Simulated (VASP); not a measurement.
```
CELL_PARAMETERS angstrom
      0.00000     3.38153     3.38153
      3.38153     0.00000     3.38153
      3.38153     3.38153     0.00000
ATOMIC_POSITIONS crystal
  Sn 0.00000 0.00000 0.00000
  Sb 0.75000 0.75000 0.75000
```

Computed with PBEsol GGA, VASP's PBE PAW potentials (set 64) (plane waves; VASP). Numerical set-up: 400 eV cut-off, Gaussian smearing of 0.050 eV, potentials Sn_d Sb.

**Question.** Give the energies of bands 7 to 12 at the high-symmetry points, in eV from the Fermi level.

**Answer.** 
```tsv
band	Γ	X	U	L	W
7	-3.46	-7.92	-7.80	-7.21	-7.88
8	-1.38	-3.30	-3.96	-2.27	-3.73
9	-1.38	-3.30	-3.02	-2.27	-3.67
10	-1.38	-0.26	-0.03	-1.61	1.40
11	1.08	-0.09	1.85	2.08	1.94
12	1.08	5.47	3.95	2.08	2.65
```

It has no gap at this level: it comes out as a metal or semimetal.

The structure comes from a computed database's SnSb entry (F-43m); how it stands against other phases isn't given here. It was relaxed first, which changed the volume by -7 %. The electron count is odd and the run is not spin-polarised, which forces a metal.
